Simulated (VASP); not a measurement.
All values below come from optB86b-vdW, VASP's PBE PAW potentials (set 64) (plane waves; VASP 6.6.1).

VASP input:

INCAR:
```
# general
SYSTEM    =  Pt
PREC      =  Accurate
ENCUT     =  520
LREAL     =  .False.   # projection in real space or not
LASPH     =  .True.   # aspherical one-centre terms

# electronic loop
EDIFF     =  1E-7
NELM      =  100   # most electronic steps
ALGO      =  Normal   # blocked Davidson
LMAXMIX   =  6   # l cut-off of mixed one-centre charges

# smearing
ISMEAR    =  -5   # tetrahedra, Bloechl

# functional
GGA       =  MK
LUSE_VDW  =  .True.
AGGAC     =  0.0
PARAM1    =  0.1234
PARAM2    =  1.0

# ions
ISIF      =  2

# output
LWAVE     =  .False.
LCHARG    =  .True.
LORBIT    =  11   # lm-projected
NEDOS     =  601   # DOS grid
```

**POSCAR**
```
Pt
1.9738890
  0.0000000000   1.0000000892   1.0000000892
  1.0000000892   0.0000000000   1.0000000892
  1.0000000892   1.0000000892   0.0000000000
Pt
1
Cart
  0.0000000000   0.0000000000   0.0000000000
```

### KPOINTS
```
Automatic mesh
0
Gamma
18 18 18
0 0 0
```

POTCAR, in this order: Pt (PBE.64 set). Program: vasp_std.

The run wrote:

File OSZICAR:
```
       N       E                     dE             d eps       ncg     rms          rms(c)
DAV:   1     0.393581910117E+02    0.39358E+02   -0.54789E+03  3670   0.103E+03
DAV:   2    -0.375727572904E+01   -0.43115E+02   -0.41750E+02  3677   0.186E+02
DAV:   3    -0.421446477814E+01   -0.45719E+00   -0.45355E+00  4208   0.192E+01
DAV:   4    -0.421594868409E+01   -0.14839E-02   -0.14814E-02  3978   0.116E+00
DAV:   5    -0.421595866495E+01   -0.99809E-05   -0.99516E-05  4060   0.869E-02    0.122E+01
DAV:   6    -0.386693974937E+01    0.34902E+00   -0.95389E-01  3590   0.878E+00    0.636E+00
DAV:   7    -0.382903363803E+01    0.37906E-01   -0.14601E-01  3745   0.332E+00    0.250E+00
DAV:   8    -0.382558409428E+01    0.34495E-02   -0.59311E-03  3790   0.774E-01    0.498E-01
DAV:   9    -0.382538320577E+01    0.20089E-03   -0.17845E-04  3728   0.136E-01    0.147E-02
DAV:  10    -0.382538314834E+01    0.57424E-07   -0.32280E-06  4194   0.172E-02    0.363E-03
DAV:  11    -0.382538314529E+01    0.30535E-08   -0.42701E-08  3053   0.221E-03
   1 F= -.38253831E+01 E0= -.38253831E+01  d E =0.000000E+00
```

**OUTCAR**
```
------------------------ aborting loop because EDIFF is reached ----------------------------------------
  FORCE on cell =-STRESS in cart. coord.  units (eV):
  Direction    XX          YY          ZZ          XY          YZ          ZX
  --------------------------------------------------------------------------------------
  Total        0.0176119      0.0176119      0.0176119      0.0000000     -0.0000000      0.0000000
  in kB        1.8345009      1.8345009      1.8345009      0.0000000     -0.0000000      0.0000000
  external PRESSURE =       1.8345009 kB  Pullay stress =       0.0000000 kB
  volume of cell :       15.38
      direct lattice vectors                 reciprocal lattice vectors
     0.000000000  1.973889176  1.973889176    -0.253307028  0.253307028  0.253307028
     1.973889176  0.000000000  1.973889176     0.253307028 -0.253307028  0.253307028
     1.973889176  1.973889176  0.000000000     0.253307028  0.253307028 -0.253307028
 POSITION                                       TOTAL-FORCE (eV/Angst)
 -----------------------------------------------------------------------------------
      0.00000      0.00000      0.00000         0.000000      0.000000      0.000000
 -----------------------------------------------------------------------------------
    total drift:                               -0.000000      0.000000     -0.000000
  FREE ENERGIE OF THE ION-ELECTRON SYSTEM (eV)
  ---------------------------------------------------
  free  energy   TOTEN  =        -3.8253831453 eV

  energy  without entropy=       -3.8253831453  energy(sigma->0) =       -3.82538315

 total charge

# of ion       s       p       d       tot
------------------------------------------
    1        0.626   0.583   8.043   9.253
```
(Selected blocks of OUTCAR.)

For a metal the tetrahedron method with Blöchl corrections gives inexact stress and forces.

The compound is Pt in the fcc structure. It was relaxed first.
